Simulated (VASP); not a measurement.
Computed with r2SCAN meta-GGA, VASP's PBE PAW potentials (set 64) (plane waves; VASP 6.6.1).

VASP input:

**KPOINTS**
```
Automatic
0
gamma
 14 14 12
0 0 0
```

### INCAR
```
ENCUT  =  600
ALGO  =  Normal
ISIF  =  2
LMIXTAU  =  T
PREC  =  Accurate
LASPH  =  T
LWAVE  =  F
LMAXMIX  =  6
SYSTEM  =  WC
EDIFF  =  1E-7   # SCF stop (eV)
NELM  =  100   # most electronic steps
METAGGA  =  R2SCAN
LCHARG  =  F
LREAL  =  F   # projection in real space or not
ISMEAR  =  1   # Methfessel-Paxton
SIGMA  =  0.1   # width (eV)
```

### POSCAR
```
WC
1
    1.4585290190    -2.5262464408     0.0000000000
    1.4585290190     2.5262464408    -0.0000000000
    0.0000000000     0.0000000000     2.8399562685
W C
1 1
Direct
  0.0395844199  -0.0395844199   0.0000000000
  0.3333330000   0.6666670000   0.5000000000
```

POTCAR, in this order: W_sv C (PBE.64 set). Program: vasp_std.

What VASP printed:

File OSZICAR:
```
       N       E                     dE             d eps       ncg     rms          rms(c)
DAV:   1     0.814191572024E+02    0.81419E+02   -0.11083E+04 10374   0.174E+03
DAV:   2    -0.638018130573E+02   -0.14522E+03   -0.14127E+03 11454   0.427E+02
DAV:   3    -0.683963673619E+02   -0.45946E+01   -0.45318E+01 13103   0.676E+01
DAV:   4    -0.684437300617E+02   -0.47363E-01   -0.47349E-01 11072   0.717E+00
DAV:   5    -0.684441090537E+02   -0.37899E-03   -0.37898E-03 12634   0.681E-01    0.346E+01
DAV:   6    -0.609404517743E+02    0.75037E+01   -0.92842E+00 11704   0.378E+01    0.646E+00
DAV:   7    -0.611968361729E+02   -0.25638E+00   -0.46159E-01 10574   0.768E+00    0.526E+00
DAV:   8    -0.611548507796E+02    0.41985E-01   -0.20707E-01 11019   0.538E+00    0.100E+00
DAV:   9    -0.612703837237E+02   -0.11553E+00   -0.12729E-01 10674   0.357E+00    0.607E-01
DAV:  10    -0.612784819238E+02   -0.80982E-02   -0.10765E-02 10939   0.955E-01    0.255E-01
DAV:  11    -0.612788372549E+02   -0.35533E-03   -0.15833E-03 11959   0.375E-01    0.187E-01
DAV:  12    -0.612785328263E+02    0.30443E-03   -0.38643E-04 10934   0.235E-01    0.659E-02
DAV:  13    -0.612786115543E+02   -0.78728E-04   -0.66838E-05 10724   0.896E-02    0.360E-02
DAV:  14    -0.612786485190E+02   -0.36965E-04   -0.71289E-05 11614   0.758E-02    0.701E-03
DAV:  15    -0.612786489146E+02   -0.39563E-06   -0.51253E-06 10739   0.258E-02    0.440E-03
DAV:  16    -0.612786494347E+02   -0.52009E-06   -0.22097E-07 10607   0.495E-03    0.350E-03
DAV:  17    -0.612786499724E+02   -0.53769E-06   -0.49526E-07 10779   0.698E-03    0.581E-04
DAV:  18    -0.612786500199E+02   -0.47464E-07   -0.39059E-08  5282   0.254E-03
   1 F= -.61278650E+02 E0= -.61278589E+02  d E =-.183892E-03
```

OUTCAR:
```
------------------------ aborting loop because EDIFF is reached ----------------------------------------
  FORCE on cell =-STRESS in cart. coord.  units (eV):
  Direction    XX          YY          ZZ          XY          YZ          ZX
  --------------------------------------------------------------------------------------
  Total       -0.3434716      1.5304743      1.4440482      0.0000000      0.0000000      0.0000000
  in kB      -26.2947478    117.1666940    110.5502734      0.0000000      0.0000000      0.0000000
  external PRESSURE =      67.1407399 kB  Pullay stress =       0.0000000 kB
  volume of cell :       20.93
      direct lattice vectors                 reciprocal lattice vectors
     1.458529019 -2.526246441  0.000000000     0.342811143 -0.197922100  0.000000000
     1.458529019  2.526246441  0.000000000     0.342811143  0.197922100  0.000000000
     0.000000000  0.000000000  2.839956268     0.000000000  0.000000000  0.352118098
 POSITION                                       TOTAL-FORCE (eV/Angst)
 -----------------------------------------------------------------------------------
      1.45853      2.32625      0.00000         0.000000      3.439778      0.000000
      1.45853      0.84208      1.41998         0.000000     -3.439778      0.000000
 -----------------------------------------------------------------------------------
    total drift:                                0.000000     -0.000054     -0.000000
  FREE ENERGIE OF THE ION-ELECTRON SYSTEM (eV)
  ---------------------------------------------------
  free  energy   TOTEN  =       -61.2786500199 eV

  energy  without entropy=      -61.2784661283  energy(sigma->0) =      -61.27858872
```
(Selected blocks of OUTCAR.)

The compound is WC in the wc structure. This cell was strained or had an atom moved on purpose.
